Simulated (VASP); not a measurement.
OSZICAR of a VASP run on CdS (zinc blende):

### OSZICAR
```
       N       E                     dE             d eps       ncg     rms          rms(c)
DAV:   1     0.939034580163E+02    0.93903E+02   -0.88422E+03   528   0.121E+03
DAV:   2    -0.188203093888E+02   -0.11272E+03   -0.10705E+03   555   0.291E+02
DAV:   3    -0.238231912399E+02   -0.50029E+01   -0.49818E+01   645   0.654E+01
DAV:   4    -0.238544456931E+02   -0.31254E-01   -0.31246E-01   565   0.525E+00
DAV:   5    -0.238547882797E+02   -0.34259E-03   -0.34258E-03   650   0.533E-01    0.158E+01
DAV:   6    -0.693833024569E+01    0.16916E+02   -0.30497E+01   520   0.101E+02    0.109E+01
DAV:   7    -0.802817750276E+01   -0.10898E+01   -0.14455E+00   530   0.160E+01    0.603E+00
DAV:   8    -0.742994079271E+01    0.59824E+00   -0.11866E+00   520   0.169E+01    0.181E+00
DAV:   9    -0.799513646201E+01   -0.56520E+00   -0.65196E-01   520   0.915E+00    0.839E-01
DAV:  10    -0.780703125760E+01    0.18811E+00   -0.27169E-01   520   0.624E+00    0.723E-01
DAV:  11    -0.781221716408E+01   -0.51859E-02   -0.19782E-02   565   0.200E+00    0.294E-01
DAV:  12    -0.781515520685E+01   -0.29380E-02   -0.20838E-03   535   0.622E-01    0.577E-02
DAV:  13    -0.781566621271E+01   -0.51101E-03   -0.63017E-04   535   0.303E-01    0.904E-02
DAV:  14    -0.781578793870E+01   -0.12173E-03   -0.33067E-04   535   0.260E-01    0.190E-02
DAV:  15    -0.781579425154E+01   -0.63128E-05   -0.13852E-05   595   0.475E-02    0.128E-02
DAV:  16    -0.781578664528E+01    0.76063E-05   -0.23988E-06   518   0.177E-02    0.589E-03
DAV:  17    -0.781579060347E+01   -0.39582E-05   -0.64264E-06   535   0.323E-02    0.507E-03
DAV:  18    -0.781579251164E+01   -0.19082E-05   -0.64345E-07   335   0.109E-02    0.331E-03
DAV:  19    -0.781579297450E+01   -0.46286E-06   -0.59396E-07   370   0.104E-02
   1 F= -.78157930E+01 E0= -.78157930E+01  d E =-.781579E+01
       N       E                     dE             d eps       ncg     rms          rms(c)
DAV:   1    -0.812981105704E+01   -0.31402E+00   -0.75521E+00   540   0.392E+01    0.531E+00
DAV:   2    -0.785314363765E+01    0.27667E+00   -0.70932E-01   525   0.142E+01    0.187E+00
DAV:   3    -0.782619160572E+01    0.26952E-01   -0.10906E-01   535   0.443E+00    0.176E+00
DAV:   4    -0.780853986728E+01    0.17652E-01   -0.22634E-02   520   0.183E+00    0.348E-01
DAV:   5    -0.781740671068E+01   -0.88668E-02   -0.21539E-02   520   0.221E+00    0.339E-01
DAV:   6    -0.782022887765E+01   -0.28222E-02   -0.74453E-03   520   0.125E+00    0.111E-01
DAV:   7    -0.782398296216E+01   -0.37541E-02   -0.20796E-03   520   0.638E-01    0.422E-02
DAV:   8    -0.782404391218E+01   -0.60950E-04   -0.55280E-05   570   0.114E-01    0.340E-02
DAV:   9    -0.782404097775E+01    0.29344E-05   -0.39373E-05   540   0.845E-02    0.128E-02
DAV:  10    -0.782409327544E+01   -0.52298E-04   -0.16065E-05   520   0.612E-02    0.597E-03
DAV:  11    -0.782410080171E+01   -0.75263E-05   -0.32565E-06   522   0.256E-02    0.142E-03
DAV:  12    -0.782409732152E+01    0.34802E-05   -0.97213E-07   360   0.170E-02    0.177E-03
DAV:  13    -0.782409801531E+01   -0.69380E-06   -0.17762E-07   260   0.659E-03
   2 F= -.78240980E+01 E0= -.78240980E+01  d E =-.830504E-02
       N       E                     dE             d eps       ncg     rms          rms(c)
DAV:   1    -0.785810465002E+01   -0.34007E-01   -0.73646E-01   540   0.119E+01    0.151E+00
DAV:   2    -0.782873540984E+01    0.29369E-01   -0.81272E-02   520   0.493E+00    0.528E-01
DAV:   3    -0.782625228986E+01    0.24831E-02   -0.10747E-02   535   0.133E+00    0.482E-01
DAV:   4    -0.782552973932E+01    0.72255E-03   -0.15781E-03   520   0.567E-01    0.114E-01
DAV:   5    -0.782495384317E+01    0.57590E-03   -0.18808E-03   520   0.698E-01    0.137E-01
DAV:   6    -0.782585211233E+01   -0.89827E-03   -0.87948E-04   520   0.450E-01    0.219E-02
DAV:   7    -0.782601646177E+01   -0.16435E-03   -0.71084E-05   520   0.122E-01    0.203E-02
DAV:   8    -0.782601726844E+01   -0.80668E-06   -0.39527E-06   580   0.318E-02
   3 F= -.78260173E+01 E0= -.78260173E+01  d E =-.102243E-01
```

Problem. Which electronic solver shows in the log?

Solution. It is blocked Davidson (ALGO = Normal, or the opening steps of other solvers). The INCAR had ALGO = Normal.

Problem. Can the final energy be trusted as converged?

Solution. The run converged. It stopped with EDIFF = 1E-6, NELM = 100, NSW = 60 and EDIFFG = -0.01 after 3 ionic steps (MS2 meta-GGA, plane waves, VASP's PBE PAW potentials (set 64)). Energy and stress use the plane-wave basis of the starting cell.

The compound is CdS in the zinc blende structure, a metastable form; wurtzite is the usual one. This run relaxes it. Symmetry was kept, so distortions that lower it aren't found.
